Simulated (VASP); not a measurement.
Computed with PBE GGA, VASP's PBE PAW potentials (set 64) (plane waves; VASP). Each cell was relaxed at this level, without spin-orbit coupling.

Problem. Which of these comes out without a gap?
A) La2O3, P-3m1 (164)
B) CdI2, P-3m1 (164)
C) Au, Fm-3m (225)
D) PbO, P4/nmm (129)

Solution. C, Au, Fm-3m (225). The others have gaps of 1.68 eV (PbO, P4/nmm (129)), 2.40 eV (CdI2, P-3m1 (164)), 3.86 eV (La2O3, P-3m1 (164)).
